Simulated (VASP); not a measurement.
Here is the system:

```
CELL_PARAMETERS angstrom
     -1.58068     1.58068     3.83627
      1.58068    -1.58068     3.83627
      1.58068     1.58068    -3.83627
ATOMIC_POSITIONS crystal
  Si 0.33499 0.33499 0.00000
  Si 0.66501 0.66501 0.00000
  W  0.00000 0.00000 0.00000
```

The numbers are results of PBE GGA, VASP's PBE PAW potentials (set 64) (plane waves; VASP 6.6.1), not measurements. Settings: 300 eV cut-off, 10×10×10 Γ-centred mesh, first-order Methfessel-Paxton smearing of 0.10 eV, potentials Si W_sv.

At this cut-off the stress carries a Pulay error, which pulls relaxed volumes low.

**Question.** Give the force on each atom (eV/Å).

**Answer.** 
```
atom     Fx     Fy      Fz
----  -----  -----  ------
Si1   0.000  0.000  -0.236
Si2   0.000  0.000   0.236
W3    0.000  0.000   0.000
```

**Question.** Give the stress tensor in GPa (positive for a compressed cell).

**Answer.** 
```
15.76   0.00   0.00
 0.00  15.76   0.00
 0.00   0.00  19.63
```
The pressure is its mean diagonal, 17.05 GPa.

The structure comes from a computed database's Si2W entry; how it stands against other phases isn't given here. The cell was not relaxed at this level.
